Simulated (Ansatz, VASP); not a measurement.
# AlC: VASP beside Ansatz

```xyz
2
Lattice="2.6962 0.0000 0.0000 0.0000 2.6962 0.0000 0.0000 0.0000 2.6962" Properties=species:S:1:pos:R:3 pbc="T T T"
Al    1.3481    1.3481    1.3481
C     0.0000    0.0000    0.0000
```

Change from the starting cell: species swapped into the TlHg type (Pm-3m, No. 221).

Alike in both runs: functional PBE; k mesh 20 × 20 × 20; occupations gaussian, width 0.1 eV; no spin polarisation.

Ansatz relaxed the structure, and its values are those at the end. VASP's run is a single point on that final structure, the one shown.

|  | VASP | Ansatz |
| --- | --- | --- |
| version | VASP 6.6.1 | Ansatz 0.2.0 |
| potentials or method | VASP PAW PBE potentials, release 64 (Al, C) | scalar-relativistic, plane waves, PAW |
| plane-wave cutoff (eV) | 520 | 420 |
| valence electrons in the cell | 7 | 7 |

|  | VASP | Ansatz | Ansatz less VASP |
| --- | --- | --- | --- |
| gap on the k mesh at the Fermi level (eV) | none | none | - |
| pressure (GPa) | 0.0 | 0.0 | 0.00 |

A gap of «none» marks a metal or a gap that the smearing closes. The functional is the same, so the differences come from potentials, cutoffs and numerics.
